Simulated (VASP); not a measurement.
All values below come from TPSS meta-GGA, VASP's PBE PAW potentials (set 64) (plane waves; VASP 6.6.1).

VASP ran on this input.

File POSCAR:
```
Te
1.0
  2.2371656272  -3.8748842281   0.0000000000
  2.2371656272   3.8748842281   0.0000000000
  0.0000000000   0.0000000000   6.0275980752
Te
3
Cartesian
  0.5917744486   1.0249833313   4.0184007260
  3.2907823573   0.0000000000   0.0000000000
  0.5917744486  -1.0249833313   2.0091973492
```

### INCAR
```
SYSTEM=Te
PREC=Accurate; ENCUT=520; LREAL=.FALSE.
LASPH=.TRUE.
EDIFF=1E-7; NELM=100; ALGO=Normal
LMAXMIX=4; LMIXTAU=.TRUE.
ISMEAR=-5
METAGGA=TPSS
ISIF=2
LWAVE=.FALSE.; LCHARG=.FALSE.; LORBIT=11
NEDOS=601
LEFG=.TRUE.
```

### KPOINTS_OPT
```
k-points along high-symmetry lines
6
Line-mode
Reciprocal
  0.000000   0.000000   0.000000 ! GAMMA
  0.500000   0.000000   0.000000 ! M

  0.500000   0.000000   0.000000 ! M
  0.333333   0.333333   0.000000 ! K

  0.333333   0.333333   0.000000 ! K
  0.000000   0.000000   0.000000 ! GAMMA

  0.000000   0.000000   0.000000 ! GAMMA
  0.000000   0.000000   0.500000 ! A

  0.000000   0.000000   0.500000 ! A
  0.500000   0.000000   0.500000 ! L

  0.500000   0.000000   0.500000 ! L
  0.333333   0.333333   0.500000 ! H

  0.333333   0.333333   0.500000 ! H
  0.000000   0.000000   0.500000 ! A

  0.500000   0.000000   0.500000 ! L
  0.500000   0.000000   0.000000 ! M

  0.333333   0.333333   0.500000 ! H
  0.333333   0.333333   0.000000 ! K
```

### KPOINTS
```
Automatic mesh
0
Gamma
7 7 4
0 0 0
```

POTCAR, in this order: Te (PBE.64 set). Program: vasp_std.

The resulting files:

### OSZICAR
```
       N       E                     dE             d eps       ncg     rms          rms(c)
DAV:   1     0.494698412859E+02    0.49470E+02   -0.65885E+03   728   0.111E+03
DAV:   2    -0.293704471706E+02   -0.78840E+02   -0.75563E+02   950   0.164E+02
DAV:   3    -0.345956052599E+02   -0.52252E+01   -0.51912E+01   933   0.475E+01
DAV:   4    -0.346839169212E+02   -0.88312E-01   -0.88236E-01   860   0.734E+00
DAV:   5    -0.346854817072E+02   -0.15648E-02   -0.15648E-02   909   0.959E-01    0.112E+01
DAV:   6    -0.330998452968E+02    0.15856E+01   -0.41710E+00   728   0.234E+01    0.634E+00
DAV:   7    -0.331001941243E+02   -0.34883E-03   -0.69044E-01   738   0.930E+00    0.760E-01
DAV:   8    -0.330163313362E+02    0.83863E-01   -0.32430E-01   728   0.665E+00    0.207E+00
DAV:   9    -0.329759013499E+02    0.40430E-01   -0.14218E-02   808   0.165E+00    0.200E+00
DAV:  10    -0.329606196073E+02    0.15282E-01   -0.12909E-02   728   0.169E+00    0.128E+00
DAV:  11    -0.332620120226E+02   -0.30139E+00   -0.18433E-01   728   0.551E+00    0.159E+00
DAV:  12    -0.332634099797E+02   -0.13980E-02   -0.29513E-03   793   0.451E-01    0.123E+00
DAV:  13    -0.332636535043E+02   -0.24352E-03   -0.17975E-04   788   0.147E-01    0.114E+00
DAV:  14    -0.332638673276E+02   -0.21382E-03   -0.77087E-04   728   0.221E-01    0.999E-01
DAV:  15    -0.332639262337E+02   -0.58906E-04   -0.34459E-05   873   0.517E-02    0.885E-01
DAV:  16    -0.332639327920E+02   -0.65582E-05   -0.92159E-05   728   0.894E-02    0.133E+00
DAV:  17    -0.332638000274E+02    0.13276E-03   -0.10683E-03   728   0.282E-01    0.279E-01
DAV:  18    -0.332639940256E+02   -0.19400E-03   -0.19830E-04   728   0.156E-01    0.276E-02
DAV:  19    -0.332640095424E+02   -0.15517E-04   -0.10455E-05   813   0.353E-02    0.439E-02
DAV:  20    -0.332640042464E+02    0.52960E-05   -0.46499E-06   728   0.275E-02    0.153E-02
DAV:  21    -0.332640123333E+02   -0.80869E-05   -0.55805E-06   728   0.317E-02    0.388E-03
DAV:  22    -0.332640127586E+02   -0.42528E-06   -0.13726E-06   748   0.143E-02    0.241E-03
DAV:  23    -0.332640130688E+02   -0.31026E-06   -0.31995E-07   793   0.707E-03    0.858E-03
DAV:  24    -0.332640132029E+02   -0.13404E-06   -0.11084E-07   469   0.440E-03    0.507E-03
DAV:  25    -0.332640131538E+02    0.49018E-07   -0.27601E-08   364   0.206E-03
   1 F= -.33264013E+02 E0= -.33264013E+02  d E =0.000000E+00
       N       E                     dE             ncg
       N       E                     dE             ncg
```

### OUTCAR
```
------------------------ aborting loop because EDIFF is reached ----------------------------------------
  FORCE on cell =-STRESS in cart. coord.  units (eV):
  Direction    XX          YY          ZZ          XY          YZ          ZX
  --------------------------------------------------------------------------------------
  Total        0.0112897      0.0112897     -0.0379401      0.0000000     -0.0000000     -0.0000000
  in kB        0.1730859      0.1730859     -0.5816712      0.0000000     -0.0000000     -0.0000000
  external PRESSURE =      -0.0784998 kB  Pullay stress =       0.0000000 kB
  volume of cell :      104.50
      direct lattice vectors                 reciprocal lattice vectors
     2.237165627 -3.874884228  0.000000000     0.223497087 -0.129036113  0.000000000
     2.237165627  3.874884228  0.000000000     0.223497087  0.129036113  0.000000000
     0.000000000  0.000000000  6.027598075     0.000000000  0.000000000  0.165903563
 POSITION                                       TOTAL-FORCE (eV/Angst)
 -----------------------------------------------------------------------------------
      0.59177      1.02498      4.01840         0.012703      0.022001     -0.000000
      3.29078      0.00000      0.00000        -0.025405      0.000000      0.000000
      0.59177     -1.02498      2.00920         0.012703     -0.022001      0.000000
 -----------------------------------------------------------------------------------
    total drift:                               -0.000173     -0.000385      0.000014
  FREE ENERGIE OF THE ION-ELECTRON SYSTEM (eV)
  ---------------------------------------------------
  free  energy   TOTEN  =       -33.2640131538 eV

  energy  without entropy=      -33.2640131538  energy(sigma->0) =      -33.26401315

 total charge

# of ion       s       p       d       tot
------------------------------------------
    1        1.421   1.810   0.039   3.270
    2        1.421   1.810   0.039   3.270
    3        1.421   1.810   0.039   3.270
--------------------------------------------------
tot          4.264   5.429   0.117   9.810

 Electric field gradients after diagonalization (V/A^2)
 (convention: |V_zz| > |V_xx| > |V_yy|)
----------------------------------------------------------------------
 ion       V_xx      V_yy      V_zz     asymmetry (V_yy - V_xx)/ V_zz
----------------------------------------------------------------------
   1     383.036   187.389  -570.425       0.343
   2     383.036   187.389  -570.424       0.343
   3     383.036   187.389  -570.425       0.343
```
(Selected blocks of OUTCAR.)

The compound is Te in the trig structure. It was relaxed first.
